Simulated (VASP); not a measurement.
Data:

```yaml
crystal:
  lattice:
    - [0.00000, 2.94373, 2.94373]
    - [2.94373, 0.00000, 2.94373]
    - [2.94373, 2.94373, 0.00000]
  atoms:
    - { symbol: Cd, position: [0.00000, 0.00000, 0.00000] }
    - { symbol: S, position: [0.25000, 0.25000, 0.25000] }
```

Method: r2SCAN meta-GGA, VASP's PBE PAW potentials (set 64) (plane waves; VASP). Run with 520 eV cut-off, 8×8×8 Γ-centred mesh, Gaussian smearing of 0.050 eV, potentials Cd S.

**Question.** The job: CdS (zinc blende), 2 atoms, r2SCAN, static run, 520 eV, 8×8×8 Γ-centred mesh. Roughly how much core time does it take on a busy server core?

**Answer.** About 30 core-seconds (one run on a shared machine, a rough figure). It had 29 irreducible k-points, 13 bands, up to 1387 plane waves and 19 electronic steps.

The compound is CdS in the zinc blende structure, a metastable form; wurtzite is the usual one. It was relaxed first.
